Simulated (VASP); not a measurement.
These are PBEsol GGA, VASP's PBE PAW potentials (set 64) (plane waves; VASP 6.6.1) values and carry that method's errors.

VASP ran on this input.

KPOINTS:
```
Automatic mesh
0
Gamma
11 11 11
0 0 0
```

### POSCAR
```
TaGe
1
   -1.7225018489     1.7225018489     5.8924816415
    1.7225018489    -1.7225018489     5.8924816415
    1.7225018489     1.7225018489    -5.8924816415
Ta Ge
2 2
Direct
  0.7501690010   0.7501690010   1.0000000000
  0.5001690010   0.0001690010   0.5000000000
  0.1658309990   0.1658309990   0.0000000000
  0.9158309990   0.4158309990   0.5000000000
```

**INCAR**
```
SYSTEM=TaGe
PREC=Accurate; ENCUT=400; LREAL=F
LASPH=T
EDIFF=1E-6; NELM=100; ALGO=Normal
LMAXMIX=6
ISMEAR=1; SIGMA=0.1
GGA=PS
IBRION=2; NSW=60; ISIF=3
EDIFFG=-0.02
LWAVE=F; LCHARG=F
```

POTCAR, in this order: Ta_pv Ge_d (PBE.64 set). Program: vasp_std.

What VASP printed:

### OSZICAR
```
       N       E                     dE             d eps       ncg     rms          rms(c)
DAV:   1     0.430916107445E+03    0.43092E+03   -0.22807E+04  9132   0.350E+03
DAV:   2     0.213875356189E+02   -0.40953E+03   -0.40011E+03  7572   0.723E+02
DAV:   3    -0.348300664728E+02   -0.56218E+02   -0.55007E+02  8810   0.178E+02
DAV:   4    -0.372766990041E+02   -0.24466E+01   -0.24218E+01  9368   0.394E+01
DAV:   5    -0.373359733930E+02   -0.59274E-01   -0.59241E-01  9102   0.660E+00    0.204E+01
DAV:   6    -0.354054442775E+02    0.19305E+01   -0.62941E+00  9814   0.129E+01    0.820E+00
DAV:   7    -0.352568319789E+02    0.14861E+00   -0.67659E-01  9916   0.750E+00    0.227E+00
DAV:   8    -0.352374767545E+02    0.19355E-01   -0.41061E-02  9718   0.202E+00    0.298E-01
DAV:   9    -0.352364948798E+02    0.98187E-03   -0.53511E-03 10020   0.102E+00    0.976E-02
DAV:  10    -0.352364783611E+02    0.16519E-04   -0.48104E-04 10126   0.217E-01    0.321E-02
DAV:  11    -0.352364737445E+02    0.46166E-05   -0.56133E-05 10002   0.108E-01    0.539E-03
DAV:  12    -0.352364734299E+02    0.31456E-06   -0.31920E-06  7148   0.190E-02
   1 F= -.35236473E+02 E0= -.35235791E+02  d E =-.352365E+02
       N       E                     dE             d eps       ncg     rms          rms(c)
DAV:   1    -0.352366660702E+02   -0.19233E-03   -0.96730E-02  8444   0.249E+00    0.126E-01
DAV:   2    -0.352368516568E+02   -0.18559E-03   -0.46541E-03  8256   0.558E-01    0.609E-02
DAV:   3    -0.352368019176E+02    0.49739E-04   -0.23497E-04 10042   0.178E-01    0.211E-02
DAV:   4    -0.352367953258E+02    0.65919E-05   -0.12666E-05 10438   0.321E-02    0.999E-03
DAV:   5    -0.352367946832E+02    0.64259E-06   -0.17128E-06  6092   0.155E-02
   2 F= -.35236795E+02 E0= -.35236108E+02  d E =-.321253E-03
       N       E                     dE             d eps       ncg     rms          rms(c)
DAV:   1    -0.352368000163E+02   -0.46906E-05   -0.15341E-02  8280   0.994E-01    0.500E-02
DAV:   2    -0.352368297889E+02   -0.29773E-04   -0.74253E-04  8136   0.223E-01    0.240E-02
DAV:   3    -0.352368223406E+02    0.74483E-05   -0.37636E-05 10076   0.711E-02    0.845E-03
DAV:   4    -0.352368214593E+02    0.88127E-06   -0.15275E-06  5814   0.127E-02
   3 F= -.35236821E+02 E0= -.35236132E+02  d E =-.348029E-03
       N       E                     dE             d eps       ncg     rms          rms(c)
DAV:   1    -0.352375134735E+02   -0.69113E-03   -0.35395E-02 10326   0.179E+00    0.172E-01
DAV:   2    -0.352370757054E+02    0.43777E-03   -0.19383E-03  9522   0.483E-01    0.810E-02
DAV:   3    -0.352369287139E+02    0.14699E-03   -0.35805E-04 10020   0.213E-01    0.259E-02
DAV:   4    -0.352369201265E+02    0.85875E-05   -0.31597E-05  8916   0.560E-02    0.121E-02
DAV:   5    -0.352369174539E+02    0.26725E-05   -0.30750E-06  7178   0.186E-02    0.329E-03
DAV:   6    -0.352369173275E+02    0.12646E-06   -0.82281E-07  5124   0.104E-02
   4 F= -.35236917E+02 E0= -.35236220E+02  d E =-.958682E-04
       N       E                     dE             d eps       ncg     rms          rms(c)
DAV:   1    -0.352369433687E+02   -0.25915E-04   -0.13183E-03 10368   0.346E-01    0.329E-02
DAV:   2    -0.352369273074E+02    0.16061E-04   -0.72393E-05  9618   0.947E-02    0.155E-02
DAV:   3    -0.352369217250E+02    0.55825E-05   -0.13317E-05  9972   0.416E-02    0.501E-03
DAV:   4    -0.352369212291E+02    0.49588E-06   -0.10371E-06  5292   0.111E-02
   5 F= -.35236921E+02 E0= -.35236222E+02  d E =-.997698E-04
```

### OUTCAR
```
------------------------ aborting loop because EDIFF is reached ----------------------------------------
  FORCE on cell =-STRESS in cart. coord.  units (eV):
  Direction    XX          YY          ZZ          XY          YZ          ZX
  --------------------------------------------------------------------------------------
  Total       -0.0773520     -0.0773520      0.0700545      0.0000000      0.0000000      0.0000000
  in kB       -1.7717485     -1.7717485      1.6045989      0.0000000      0.0000000      0.0000000
  external PRESSURE =      -0.6462993 kB  Pullay stress =       0.0000000 kB
  volume of cell :       69.95
      direct lattice vectors                 reciprocal lattice vectors
    -1.721522605  1.721522605  5.900579049     0.000000000  0.290440566  0.084737446
     1.721522605 -1.721522605  5.900579049     0.290440566  0.000000000  0.084737446
     1.721522605  1.721522605 -5.900579049     0.290440566  0.290440566  0.000000000
 POSITION                                       TOTAL-FORCE (eV/Angst)
 -----------------------------------------------------------------------------------
      0.00000      0.00000      8.85753         0.000000      0.000000     -0.014800
     -0.00000      1.72152      0.00666        -0.000000     -0.000000     -0.014800
      0.00000      0.00000      1.95233         0.000000      0.000000      0.014800
      0.00000      1.72152      4.90262        -0.000000     -0.000000      0.014800
 -----------------------------------------------------------------------------------
    total drift:                               -0.000004     -0.000004      0.001774
  FREE ENERGIE OF THE ION-ELECTRON SYSTEM (eV)
  ---------------------------------------------------
  free  energy   TOTEN  =       -35.2369212291 eV

  energy  without entropy=      -35.2348220968  energy(sigma->0) =      -35.23622152

 reached required accuracy - stopping structural energy minimisation
```
(Selected blocks of OUTCAR.)

File CONTCAR:
```
TaGe
   1.00000000000000
    -1.7215226053586954    1.7215226053586954    5.9005790485240510
     1.7215226053586954   -1.7215226053586954    5.9005790485240510
     1.7215226053586954    1.7215226053586954   -5.9005790485240510
  Ta              Ge
     2     2
Direct
     0.7505642299875057    0.7505642299875057    0.0000000000000000
     0.5005642299875057    0.0005642299875057    0.5000000000000000
     0.1654357700124982    0.1654357700124982    0.0000000000000000
     0.9154357700124982    0.4154357700124983    0.5000000000000000
```

### OUTCAR
```
 val. band max:        6.0003683929   @ k =  -0.4545  -0.4545   0.2727

 cond. band min:       6.0038911436   @ k =   0.2727   0.1818   0.0909


 Fermi energy:         6.0014226794

 k-point     1 :       0.0000    0.0000    0.0000
  band No.  band energies     occupation
      1     -28.2276      2.00000
      2     -28.0217      2.00000
      3     -28.0217      2.00000
      4     -28.0056      2.00000
      5     -27.9745      2.00000
      6     -27.9745      2.00000
      7     -17.3974      2.00000
      8     -17.3909      2.00000
      9     -17.3900      2.00000
     10     -17.3887      2.00000
     11     -17.3878      2.00000
     12     -17.3878      2.00000
     13     -17.3679      2.00000
     14     -17.3595      2.00000
     15     -17.3486      2.00000
     16     -17.3486      2.00000
     17      -5.3483      2.00000
     18      -2.2499      2.00000
     19       0.7767      2.00000
     20       4.2130      2.00000
     21       4.6427      2.00000
     22       5.0971      2.00000
     23       5.4001      2.00000
     24       5.4001      2.00000
     25       6.0856     -0.00006
     26       6.0856     -0.00007
     27       8.0144      0.00000
     28       8.5653      0.00000
     29       9.2657      0.00000
     30      11.0476      0.00000

 k-point     2 :       0.0909    0.0000    0.0000
  band No.  band energies     occupation
      1     -28.2232      2.00000
      2     -28.0360      2.00000
      3     -28.0211      2.00000
      4     -28.0069      2.00000
      5     -27.9842      2.00000
      6     -27.9734      2.00000
      7     -17.3982      2.00000
      8     -17.3911      2.00000
      9     -17.3910      2.00000
     10     -17.3873      2.00000
     11     -17.3868      2.00000
     12     -17.3859      2.00000
     13     -17.3672      2.00000
     14     -17.3579      2.00000
     15     -17.3499      2.00000
     16     -17.3489      2.00000
     17      -5.2141      2.00000
     18      -2.2219      2.00000
...
```

Unless said otherwise, spin-orbit coupling is left out, though it shifts the bands of the heavy elements here.

The structure was generated: TaGe was put into the NbAs type (I4_1md), which need not be its known phase. This run relaxes it. Symmetry was kept, so distortions that lower it aren't found. The start is the result of an earlier pass.
